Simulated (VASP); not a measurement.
Given:

```yaml
crystal:
  lattice:
    - [1.53235, -2.65410, 0.00000]
    - [1.53235, 2.65410, 0.00000]
    - [0.00000, 0.00000, 4.96870]
  atoms:
    - { symbol: Mg, position: [0.33333, 0.66667, 0.25000] }
    - { symbol: Mg, position: [0.66667, 0.33333, 0.75000] }
```

These are PBEsol GGA, VASP's PBE PAW potentials (set 64) (plane waves; VASP) values and carry that method's errors. Settings: 500 eV cut-off, 14×14×8 Γ-centred mesh, first-order Methfessel-Paxton smearing of 0.10 eV, potentials Mg.

Problem. Predict the energy per atom (σ→0), pressure, band gap (on the k-mesh) with the smallest direct gap where there is one.

Solution. 
The band gap (on the k-mesh) comes out as none (metal, semimetal or under 0.01 eV). The energy per atom (σ→0) is -1694 meV/atom and the pressure is 4.98 GPa.

Only differences to runs with the same potentials and settings are physical.

The compound is Mg in the hcp structure. It was relaxed first under an external pressure of 5 GPa.
